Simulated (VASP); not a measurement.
# Rb3Na (Pm-3m) in VASP: further runs

The runs below take Rb3Na through single point, relaxation of cell and atoms, with LDA.

All numbers are computed with VASP 6.6.1; they aren't measurements. Logs are shortened: lines on timing, memory, paths and dates and some standing lists are left out, and cuts for length are marked.

### Step 1. The crystal as given

Symmetry: Pm-3m, No. 221, cubic system. Conventional cell: a = 6.372 Å, b = 6.372 Å, c = 6.372 Å, α = 90.00°, β = 90.00°, γ = 90.00°.

The cell comes from a database or a generator and needn't be the stable form of this composition.

### Step 2. Single point, LDA

Input file INCAR:

```
PREC     = Accurate       # precision mode
ENCUT    = 520            # plane-wave cutoff, eV
EDIFF    = 1E-6           # SCF threshold, eV
ISMEAR   = -1             # smearing method
SIGMA    = 0.1            # smearing width, eV
LREAL    = F              # projectors in reciprocal space
LASPH    = T              # aspherical terms in the spheres
NELM     = 100            # most SCF steps
ALGO     = Normal         # electronic algorithm
ISIF     = 2              # what is computed and relaxed
LWAVE    = F              # write WAVECAR
LCHARG   = T              # write CHGCAR
GGA      = CA             # functional
LELF     = T              # ELF
LVHAR    = T            
NBANDS   = 25             # bands
```

Input file KPOINTS:

```
regular mesh
0
Gamma
  4 4 4
```

Input file POSCAR:

```
Rb3Na
1.0
    6.3724073036      0.0000000000      0.0000000000
    0.0000000000      6.3724073036      0.0000000000
    0.0000000000      0.0000000000      6.3724073036
Rb Na
3 1
Direct
    0.0000000000      0.5000000000      0.5000000000
    0.5000000000      0.0000000000      0.5000000000
    0.5000000000      0.5000000000      0.0000000000
    0.0000000000      0.0000000000      0.0000000000
```

Potentials or basis: VASP PAW LDA potentials, release 64 (Rb_sv, Na_pv).

The run is started by

```
$ cat potpaw_LDA.64/Rb_sv/POTCAR potpaw_LDA.64/Na_pv/POTCAR > POTCAR
$ mpirun -np 1 vasp_std > vasp.out
```

OUTCAR:

```text
PREC = Accurate
   ENCUT = 520
   EDIFF = 1E-6
   ISMEAR = -1
   LREAL = F
   LASPH = T
   NELM = 100
   ISIF = 2
   GGA = CA

 ion  position               nearest neighbor table
   1  0.000  0.500  0.500-   2 4.51   3 4.51   3 4.51   2 4.51   2 4.51   3 4.51   3 4.51   2 4.51

   2  0.500  0.000  0.500-   1 4.51   3 4.51   3 4.51   1 4.51   3 4.51   3 4.51   1 4.51   1 4.51

   3  0.500  0.500  0.000-   1 4.51   2 4.51   1 4.51   2 4.51   2 4.51   2 4.51   1 4.51   1 4.51

   4  0.000  0.000  0.000-

  LATTYP: Found a simple cubic cell.
 ALAT       =     6.3724073036

  Lattice vectors:

 A1 = (   6.3724073036,   0.0000000000,   0.0000000000)
 A2 = (   0.0000000000,   6.3724073036,   0.0000000000)
 A3 = (   0.0000000000,   0.0000000000,   6.3724073036)

Analysis of symmetry for initial positions (statically):
=====================================================================
 Subroutine PRICEL returns:
 Original cell was already a primitive cell.

 Routine SETGRP: Setting up the symmetry group for a
 simple cubic supercell.

 Subroutine GETGRP returns: Found 48 space group operations
 (whereof 48 operations were pure point group operations)
 out of a pool of 48 trial point group operations.

The static configuration has the point symmetry O_h .

Analysis of symmetry for dynamics (positions and initial velocities):
=====================================================================
 Subroutine PRICEL returns:
 Original cell was already a primitive cell.

 Routine SETGRP: Setting up the symmetry group for a
 simple cubic supercell.

 Subroutine GETGRP returns: Found 48 space group operations
 (whereof 48 operations were pure point group operations)
 out of a pool of 48 trial point group operations.

The dynamic configuration has the point symmetry O_h .

 Subroutine INISYM returns: Found 48 space group operations
 (whereof 48 operations are pure point group operations),
 and found     1 'primitive' translations

----------------------------------------------------------------------------------------

                                     Primitive cell

  volume of cell :     258.7680

  direct lattice vectors                    reciprocal lattice vectors
     6.372407304  0.000000000  0.000000000     0.156926567  0.000000000  0.000000000
     0.000000000  6.372407304  0.000000000     0.000000000  0.156926567  0.000000000
     0.000000000  0.000000000  6.372407304     0.000000000  0.000000000  0.156926567

  length of vectors
     6.372407304  6.372407304  6.372407304     0.156926567  0.156926567  0.156926567

  position of ions in fractional coordinates (direct lattice)
     0.000000000  0.500000000  0.500000000
     0.500000000  0.000000000  0.500000000
     0.500000000  0.500000000  0.000000000
     0.000000000  0.000000000  0.000000000

  ion indices of the primitive-cell ions
   primitive index   ion index
                 1           1
                 2           2
                 3           3
                 4           4

----------------------------------------------------------------------------------------

 KPOINTS: regular mesh

Automatic generation of k-mesh.
 Grid dimensions read from file:
 generate k-points for:    4    4    4

 Generating k-lattice:

  Cartesian coordinates                     Fractional coordinates (reciprocal lattice)
     0.039231642  0.000000000  0.000000000     0.250000000  0.000000000  0.000000000
     0.000000000  0.039231642  0.000000000     0.000000000  0.250000000  0.000000000
     0.000000000  0.000000000  0.039231642     0.000000000  0.000000000  0.250000000

  Length of vectors
     0.039231642  0.039231642  0.039231642

  Shift w.r.t. Gamma in fractional coordinates (k-lattice)
     0.000000000  0.000000000  0.000000000

 Subroutine IBZKPT returns following result:
 ===========================================

 Found     10 irreducible k-points:

 Following reciprocal coordinates:
            Coordinates               Weight
  0.000000  0.000000  0.000000      1.000000
  0.250000  0.000000  0.000000      6.000000
  0.500000  0.000000  0.000000      3.000000
  0.250000  0.250000  0.000000     12.000000
  0.500000  0.250000  0.000000     12.000000
  0.500000  0.500000  0.000000      3.000000
  0.250000  0.250000  0.250000      8.000000
  0.500000  0.250000  0.250000     12.000000
  0.500000  0.500000  0.250000      6.000000
  0.500000  0.500000  0.500000      1.000000
   k-points           NKPTS =     10   k-points in BZ     NKDIM =     10   number of bands    NBANDS=     25
   number of dos      NEDOS =    301   number of ions     NIONS =      4
   total plane-waves  NPLWV = 110592
   dimension x,y,z NGX =    48 NGY =   48 NGZ =   48
   dimension x,y,z NGXF=    96 NGYF=   96 NGZF=   96
   ions per type =               3   1
   NGX,Y,Z   is equivalent  to a cutoff of  12.52, 12.52, 12.52 a.u.
   NGXF,Y,Z  is equivalent  to a cutoff of  25.04, 25.04, 25.04 a.u.
 SYSTEM =  unknown system
   PREC   = accura    normal or accurate (medium, high low for compatibility)
   ISTART =      0    job   : 0-new  1-cont  2-samecut
   ICHARG =      2    charge: 1-file 2-atom 10-const
   ISPIN  =      1    spin polarized calculation?
   LNONCOLLINEAR =      F non collinear calculations
   LSORBIT =      F    spin-orbit coupling
   LASPH  =      T    aspherical Exc in radial PAW
   ENCUT  =  520.0 eV  38.22 Ry    6.18 a.u.  11.85 11.85 11.85*2*pi/ulx,y,z
   NELM   =    100;   NELMIN=  2; NELMDL= -5     # of ELM steps
   EDIFF  = 0.1E-05   stopping-criterion for ELM
   LREAL  =      F    real-space projection
   EDIFFG = 0.1E-04   stopping-criterion for IOM
   NSW    =      0    number of steps for IOM
   IBRION =     -1    ionic relax: 0-MD 1-quasi-New 2-CG
   NFREE  =      0    steps in history (QN), initial steepest desc. (CG)
   ISIF   =      2    stress and relaxation
   ISYM   =      2    0-nonsym 1-usesym 2-fastsym
   POTIM  = 0.5000    time-step for ionic-motion
   TEBEG  =    0.0;   TEEND  =   0.0 temperature during run
   PSTRESS=    0.0 pullay stress
   NELECT =      34.0000    total number of electrons
   NUPDOWN=      -1.0000    fix difference up-down
   EMIN   =  10.00;   EMAX   =-10.00  energy-range for DOS
   EFERMI =   0.00;   METHOD = LEGACY
   ISMEAR =    -1;   SIGMA  =   0.10  broadening in eV -4-tet -1-fermi 0-gaus
   EFERMI_NEDOS =   21; number of points for ismear=-14 and -15
   IALGO  =     38    algorithm
   IMIX   =      4    mixing-type and parameters
     AMIX     =   0.40;   BMIX     =  1.00
     AMIX_MAG =   1.60;   BMIX_MAG =  1.00
  volume/ion in A,a.u.               =      64.69       436.56
  Fermi-wavevector in a.u.,A,eV,Ry     =   0.832270  1.572762  9.424395  0.692673
  Thomas-Fermi vector in A             =   1.945298
   LORBIT       =      0    0 simple, 1 ext, 2 COOP (PROOUT), +10 PAW based schemes
   GGA     = CA    functional components
   LHFCALC =     F    Hartree Fock is set to
   AEXX    =    0.0000 exact exchange contribution
   IVDW    =     0    specifies the selected vdW correction
   LEPSILON=     F    determine dielectric tensor
   LRPA    =     F    only Hartree local field effects (RPA)
 non-spin polarized calculation
  energy-cutoff  :      520.00
  volume of cell :      258.77
 maximum number of plane-waves:      7012
 NGX is ok and might be reduce to    48
   NGX = 23   NGY = 23   NGZ = 23

 number of electron      33.9999990 magnetization

 Free energy of the ion-electron system (eV)
  ---------------------------------------------------
  ext. energy  EPLUGINS =         0.00000000
  ---------------------------------------------------
  free energy    TOTEN  =        -4.56072311 eV

  energy without entropy =       -4.44087346  energy(sigma->0) =       -4.50079829

 E-fermi :   0.2426     XC(G=0):  -6.3137

 val. band max:        0.1908717370   @ k =   0.2500   0.2500   0.0000
 cond. band min:       0.2767424931   @ k =   0.2500   0.2500   0.2500
 fundamental gap:      0.0858707561
 Fermi energy:         0.2426048707

 k-point     1 :       0.0000    0.0000    0.0000
  band No.  band energies     occupation
      1     -28.4330      2.00000
      2     -28.4138      2.00000
      3     -28.4138      2.00000
      4     -24.8669      2.00000
      5     -24.8669      2.00000
      6     -24.8669      2.00000
[... 17 lines left out ...]
     24       2.3377      0.00000
     25       2.3377      0.00000

 k-point     2 :       0.2500    0.0000    0.0000
  band No.  band energies     occupation
      1     -28.4306      2.00000
      2     -28.4163      2.00000
      3     -28.4138      2.00000
      4     -24.8669      2.00000
      5     -24.8669      2.00000
      6     -24.8669      2.00000
[... 17 lines left out ...]
     24       2.4987      0.00000
     25       2.7847      0.00000

 k-point     3 :       0.5000    0.0000    0.0000
  band No.  band energies     occupation
      1     -28.4266      2.00000
      2     -28.4202      2.00000
      3     -28.4138      2.00000
      4     -24.8669      2.00000
      5     -24.8669      2.00000
      6     -24.8669      2.00000
[... 17 lines left out ...]
     24       2.7548      0.00000
     25       2.9041      0.00000

 k-point     4 :       0.2500    0.2500    0.0000
  band No.  band energies     occupation
      1     -28.4284      2.00000
      2     -28.4170      2.00000
      3     -28.4152      2.00000
      4     -24.8669      2.00000
      5     -24.8669      2.00000
      6     -24.8669      2.00000
[... 17 lines left out ...]
     24       2.7494      0.00000
     25       2.7877      0.00000
[... 85 lines left out ...]
 k-point     8 :       0.5000    0.2500    0.2500
  band No.  band energies     occupation
      1     -28.4234      2.00000
      2     -28.4202      2.00000
      3     -28.4170      2.00000
      4     -24.8669      2.00000
      5     -24.8669      2.00000
      6     -24.8669      2.00000
[... 17 lines left out ...]
     24       3.1602      0.00000
     25       3.2480      0.00000

 k-point     9 :       0.5000    0.5000    0.2500
  band No.  band energies     occupation
      1     -28.4202      2.00000
      2     -28.4202      2.00000
      3     -28.4202      2.00000
      4     -24.8669      2.00000
      5     -24.8669      2.00000
      6     -24.8669      2.00000
[... 17 lines left out ...]
     24       3.6091      0.00000
     25       3.6112      0.00000

 k-point    10 :       0.5000    0.5000    0.5000
  band No.  band energies     occupation
      1     -28.4202      2.00000
      2     -28.4202      2.00000
      3     -28.4202      2.00000
      4     -24.8669      2.00000
      5     -24.8669      2.00000
      6     -24.8669      2.00000
[... 17 lines left out ...]
     24       3.9293      0.00000
     25       3.9294      0.00000

------------------------ aborting loop because EDIFF is reached ----------------------------------------

  FORCE on cell =-STRESS in cart. coord.  units (eV):
  Direction    XX          YY          ZZ          XY          YZ          ZX
  --------------------------------------------------------------------------------------
  -------------------------------------------------------------------------------------
  Total       -0.0012598     -0.0012598     -0.0012598     -0.0000000     -0.0000000     -0.0000000
  in kB       -0.0078001     -0.0078001     -0.0078001     -0.0000000     -0.0000000     -0.0000000
  external PRESSURE =      -0.0078001 kB  Pullay stress =       0.0000000 kB

 VOLUME and BASIS-vectors are now :
 -----------------------------------------------------------------------------
  energy-cutoff  :      520.00
  volume of cell :      258.77
      direct lattice vectors                 reciprocal lattice vectors
     6.372407304  0.000000000  0.000000000     0.156926567  0.000000000  0.000000000
     0.000000000  6.372407304  0.000000000     0.000000000  0.156926567  0.000000000
     0.000000000  0.000000000  6.372407304     0.000000000  0.000000000  0.156926567

 POSITION                                       TOTAL-FORCE (eV/Angst)
 -----------------------------------------------------------------------------------
      0.00000      3.18620      3.18620         0.000000      0.000000      0.000000
      3.18620      0.00000      3.18620         0.000000      0.000000      0.000000
      3.18620      3.18620      0.00000         0.000000      0.000000      0.000000
      0.00000      0.00000      0.00000         0.000000      0.000000      0.000000
 -----------------------------------------------------------------------------------
    total drift:                                0.000000     -0.000000     -0.000000

  FREE ENERGIE OF THE ION-ELECTRON SYSTEM (eV)
  ---------------------------------------------------
  free  energy   TOTEN  =        -4.5607231128 eV

  energy  without entropy=       -4.4408734600  energy(sigma->0) =       -4.50079829
```

Run time: 34 s. Hardware: 1 thread of AMD EPYC 9R45 (Zen 5), shared host; peak memory 0.23 GiB.

Results:

```yaml
Free_energy: -4.5607 eV
Pressure: 0.0 GPa
Band_gap_on_the_k_mesh: none (metal or under the smearing width)
```

(Part 1 of 2 ends here.)
